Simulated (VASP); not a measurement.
Crystal: ZrC2.

```
Zr C
1.0
     1.77851    1.02682    3.53710
    -1.77851    1.02682    3.53710
     0.00000   -2.05365    3.53710
Zr C
1 2
Cartesian
  0.0000 0.0000 0.0000
  0.0000 0.0000 2.2719
  0.0000 0.0000 8.3394
```

The cell was built by a generator and needn't be a form met in nature.

The cell isn't the ideal one: random cell by space group and Wyckoff sites (R-3m, No. 166).

* Program: VASP 6.6.1
* Task: relaxation of cell and atoms
* Functional: PBE
* Potentials or basis: VASP PAW PBE potentials, release 64 (Zr_sv, C)
* Cutoff: 600 eV
* k mesh: 6 × 6 × 6
* Occupations: gaussian, width 0.1 eV
* Spin: no spin polarisation

At the start: pressure -8.6 GPa; volume 12.92 Å³/atom.

**Question.** Where does the relaxation end?

**Answer.** Over 19 steps the energy falls by 905.4 meV/atom and the volume is 9.70 Å³/atom (-24.9 %); space group R-3m (No. 166, to 0.05 Å).

The path:
| step | energy change (eV) | largest force (eV/Å) | pressure (GPa) | volume (Å³) |
| --- | --- | --- | --- | --- |
| 1 | 0.0000 | 0.5859 | -8.57 | 38.76 |
| 2 | -0.4955 | 0.7928 | -0.24 | 34.94 |
| 3 | -0.9011 | 2.2391 | 21.91 | 30.38 |
| 4 | -0.8900 | 2.9223 | 33.56 | 28.88 |
| 5 | -0.9531 | 3.1736 | 34.66 | 28.59 |
| 6 | -1.1129 | 3.9931 | 38.52 | 27.69 |
| 7 | -1.3003 | 5.2824 | 51.66 | 25.83 |
| 8 | -1.7037 | 4.7106 | 42.29 | 26.07 |
| 9 | -2.3650 | 2.0638 | 26.35 | 26.70 |
| 10 | -2.3886 | 1.4314 | 25.00 | 26.83 |
| 11 | -2.5407 | 1.2369 | 17.39 | 27.41 |
| 12 | -2.6938 | 0.7498 | 2.53 | 28.78 |
| 13 | -2.6959 | 0.6890 | 1.08 | 28.95 |
| 14 | -2.6960 | 0.6735 | 0.72 | 28.99 |
| 15 | -2.7035 | 0.5191 | 0.62 | 28.99 |
| 16 | -2.7153 | 0.0646 | 0.46 | 29.00 |
| 17 | -2.7157 | 0.0351 | 0.48 | 29.00 |
| 18 | -2.7160 | 0.0165 | 0.08 | 29.04 |
| 19 | -2.7161 | 0.0058 | -0.34 | 29.09 |

Final structure:
```
Zr C
1.0
     1.39589    0.80592    4.30949
    -1.39589    0.80592    4.30949
     0.00000   -1.61184    4.30949
Zr C
1 2
Direct
  0.00000 0.00000 0.00000
  0.18484 0.18484 0.18484
  0.81516 0.81516 0.81516
```

Caveat: the volume moved by over 15 % at a fixed basis, so the end points are rough.
